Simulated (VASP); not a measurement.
Given:

```xyz
2
Lattice="2.8422 0.0000 0.0000 0.0000 2.8422 0.0000 0.0000 0.0000 4.0869" Properties=species:S:1:pos:R:3 pbc="T T T"
Ti     0.0000     0.0000     0.0000
Al     1.4211     1.4211     2.0434
```

Method: revPBE GGA, VASP's PBE PAW potentials (set 64) (plane waves; VASP 6.6.1). Settings: 520 eV cut-off, Gaussian smearing of 0.050 eV, potentials Ti_sv Al.

Question: Give the energies of bands 5 to 10 at the high-symmetry points, in eV from the Fermi level.

Answer: 
```tsv
band	Γ	X	M	Z	R	A
5	-8.98	-4.58	-3.14	-7.53	-4.88	-2.46
6	-1.84	-4.51	-0.52	-5.25	-2.94	-2.25
7	-0.83	-1.67	-0.52	-0.66	-1.21	-2.25
8	-0.39	-0.25	-0.41	0.63	-1.20	1.68
9	2.10	1.72	-0.20	1.75	1.35	2.07
10	2.10	2.44	-0.20	1.75	1.77	2.65
```

It has no gap at this level: it comes out as a metal or semimetal.

The compound is TiAl in the L1_0 structure. It was relaxed first. The electron count is odd and the run is not spin-polarised, which forces a metal.
